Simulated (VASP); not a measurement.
## CoB2Ir2: single point with PBE

The system is CoB2Ir2.

```xyz
10
Lattice="0.0000 4.2463 2.7251 0.0000 -4.2463 2.7251 4.8194 0.0000 -2.7251" Properties=species:S:1:pos:R:3 pbc="T T T"
Ir    4.7776    1.0616    0.6813
Ir    2.4516   -3.1847    0.6813
Ir    0.0418   -1.0616    2.0438
Ir    2.3679    3.1847    2.0438
B     1.2049   -0.4501    3.4063
B     1.2049   -1.6730    0.6813
B     3.6146    0.4501   -0.6813
B     3.6146    1.6730    2.0438
Co    1.2049    1.0616    0.6813
Co    3.6146   -1.0616    2.0438
```

The cell was built by a generator and needn't be a form met in nature.

```
Program                : VASP 6.6.1
Task                   : single point
Functional             : PBE
Potentials or basis    : VASP PAW PBE potentials, release 64 (Ir, B, Co)
Cutoff                 : 520 eV
k mesh                 : 4 × 4 × 4
Occupations            : fermi-dirac, width 0.1 eV
Spin                   : no spin polarisation
Dipole correction      : no
Charge                 : 1
Further INCAR settings : ALGO = Fast; EDIFF = 1e-07; NBANDS = 44; NELECT = 65.0
```

- Largest force: 2.724 eV/Å
- Band gap on the k mesh: none (metal or under the smearing width)

Forces in eV/Å, atoms in the order of the input:
```
Ir  -2.497  0.000  0.000
Ir   2.497  0.000  0.000
Ir   2.497  0.000  0.000
Ir  -2.497  0.000  0.000
B    0.000 -2.724  0.000
B    0.000  2.724  0.000
B    0.000  2.724  0.000
B    0.000 -2.724  0.000
Co   0.000  0.000  0.000
Co   0.000  0.000  0.000
```

Levels at points of the mesh, in eV from the Fermi level:
```csv
k point,band 30,band 31,band 32,band 33,band 34,band 35
"(0.00, 0.00, 0.00)",-0.66,-0.55,0.10,0.14,0.27,0.86
"(0.50, 0.00, 0.00)",-0.31,-0.20,-0.12,-0.01,0.04,0.43
"(0.50, 0.50, 0.00)",-0.33,-0.28,-0.28,0.03,0.03,1.14
"(0.00, 0.00, 0.50)",-0.87,-0.40,-0.40,0.32,0.32,1.51
"(0.50, 0.50, 0.50)",-0.42,-0.37,-0.37,-0.20,-0.20,0.22
```

Run time: 2.1 min on 1 thread of Intel(R) Xeon(R) Platinum 8375C CPU @ 2.90GHz (Ice Lake), with other jobs on the host, peak memory 0.28 GiB.

Caveat: the k mesh is coarse (spacing up to 0.38 Å⁻¹), so the values aren't converged; the cell carries a net charge on a neutralising background, which shifts energy and pressure; the cell is charged against a uniform background, so pressure and absolute levels hang on convention; forces of over 1 eV/Å show positions far from the minimum, so gaps and moduli don't describe the material at rest. The run has no spin-orbit coupling, so splittings on Ir are missing.
